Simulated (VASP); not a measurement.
Here is the system:

```xyz
2
Lattice="1.5099 0.8718 5.3780 -1.5099 0.8718 5.3780 0.0000 -1.7435 5.3780" Properties=species:S:1:pos:R:3 pbc="T T T"
Mg     0.0000     0.0000     8.0671
Hf     0.0000     0.0000     0.0000
```

Method: PBEsol GGA with spin-orbit coupling, VASP's PBE PAW potentials (set 64) (plane waves; VASP). Settings: 400 eV cut-off, 13×13×13 Γ-centred mesh, Gaussian smearing of 0.050 eV, potentials Mg Hf_pv.

Give the energies of bands 7 to 19 at the high-symmetry points, in eV from the Fermi level.

| band | Γ | T | H2 | L | S0 | F |
|---|---|---|---|---|---|---|
| 7 | -7.12 | -5.84 | -1.08 | -2.94 | -0.94 | -2.80 |
| 8 | -7.12 | -5.84 | -1.08 | -2.94 | -0.94 | -2.80 |
| 9 | -3.22 | -5.36 | -0.48 | -1.91 | -0.50 | -2.06 |
| 10 | -3.22 | -5.36 | -0.48 | -1.91 | -0.50 | -2.06 |
| 11 | -1.03 | -0.77 | -0.38 | -0.37 | -0.39 | -0.69 |
| 12 | -1.03 | -0.77 | -0.38 | -0.37 | -0.39 | -0.69 |
| 13 | 1.70 | 1.71 | 0.09 | -0.33 | 0.06 | 0.58 |
| 14 | 1.70 | 1.71 | 0.09 | -0.33 | 0.06 | 0.58 |
| 15 | 2.15 | 2.15 | 0.69 | 3.25 | 0.54 | 1.78 |
| 16 | 2.15 | 2.15 | 0.69 | 3.25 | 0.54 | 1.78 |
| 17 | 3.94 | 4.81 | 2.09 | 3.45 | 2.26 | 3.59 |
| 18 | 3.94 | 4.81 | 2.09 | 3.45 | 2.26 | 3.59 |
| 19 | 4.82 | 5.10 | 4.82 | 5.32 | 4.58 | 5.08 |

It has no gap at this level: it comes out as a metal or semimetal.

The structure comes from a computed database's HfMg entry (R-3m); how it stands against other phases isn't given here. It was relaxed first.
